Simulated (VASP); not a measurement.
```
VN
1.0
    0.00000     2.03795     2.03795
    2.03795     0.00000     2.03795
    2.03795     2.03795     0.00000
V N
1 1
Cartesian
  0.00000   0.00000   0.00000
  2.03795   2.03795   2.03795
```

The numbers are results of PBEsol GGA, VASP's PBE PAW potentials (set 64) (plane waves; VASP 6.6.1), not measurements. Settings: 520 eV cut-off, Gaussian smearing of 0.050 eV, potentials V_sv N.

Task: Give the energies of bands 6 to 12 at the high-symmetry points, in eV from the Fermi level.

Result: 
| band | Γ | X | U | L | W |
|---|---|---|---|---|---|
| 6 | -2.26 | -6.81 | -6.72 | -9.19 | -6.39 |
| 7 | -2.26 | -4.04 | -6.67 | -6.31 | -6.39 |
| 8 | -2.26 | -3.72 | -5.19 | -6.31 | -6.16 |
| 9 | -1.61 | -3.72 | -1.23 | 0.66 | 0.16 |
| 10 | -1.61 | 0.53 | 0.93 | 0.66 | 0.16 |
| 11 | -1.61 | 1.32 | 1.41 | 1.59 | 1.33 |
| 12 | -0.51 | 1.32 | 2.85 | 5.26 | 2.34 |

It has no gap at this level: it comes out as a metal or semimetal.

The compound is VN in the rock salt structure, which distorts at low temperature. It was relaxed first. The run is not spin-polarised, so no magnetic state was tried. VASP warned that the highest band is occupied, so more bands are needed.
